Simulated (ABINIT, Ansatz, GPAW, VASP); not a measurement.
**One structure in several programs: CaI₂ (P-3m1, 3 atoms in the cell)**

Self-consistent single point.

```
CaI2
1.0
    4.52897     0.00000     0.00000
   -2.26449     3.92220     0.00000
    0.00000     0.00000     7.20983
Ca I
1 2
Direct
  0.00000   0.00000   0.00000
  0.33333   0.66667   0.24430
  0.66667   0.33333   0.75570
```

Shared settings, as Ansatz (an electronic-structure program) writes them: kpoints.mp_grid.grid = 2 2 1; scf.occupations.method = fixed. Potentials and cutoffs stand in the table.

```tsv
code	model	pressure (GPa)	largest force (eV/Å)	cutoff
VASP	PBEsol, VASP's PBE PAW potentials (set 64)	-0.25	0.258	300 eV
Ansatz	PBEsol, PAW files made with PBE	-0.28	0.274	420 eV
ABINIT	PBEsol, norm-conserving pseudopotentials (PseudoDojo nc-sr-04 PBEsol standard)	-0.30	0.275	35 Ha
GPAW	PBEsol, GPAW PAW datasets PBEsol (made by gpaw-setup)	-0.18	0.256	600 eV
```

On Ansatz's run: spin-orbit coupling is off.

The spread over the programs that give each value: pressure within 0.12 GPa; largest force within 0.019 eV/Å.

Ansatz's pressure is given at a fixed set of plane waves, as the other plane-wave codes print theirs.

On the base mesh (5 5 3) the same programs gave: Ansatz pressure -0.96 GPa, gap on the mesh 3.644 eV; ABINIT pressure -0.97 GPa; GPAW pressure -0.86 GPa; VASP pressure -0.92 GPa.

The values differ from the base mesh's, so the mesh still matters here: the table compares the programs at equal settings.

VASP's run is marked for a possible Pulay error in its stress at this cutoff; no cutoff test was made.

VASP ran the fixed occupations as a Gaussian smearing of 0.01 eV.

The starting cell comes from a database of computed structures (which also holds hypothetical and non-ambient phases and stackings), without a prior relaxation at this level.

Left out of this page: Quantum ESPRESSO, Elk, FLEUR and SIESTA (not drawn, or without a comparable value); CP2K (on another mesh).

Keys are those of Ansatz 0.2.
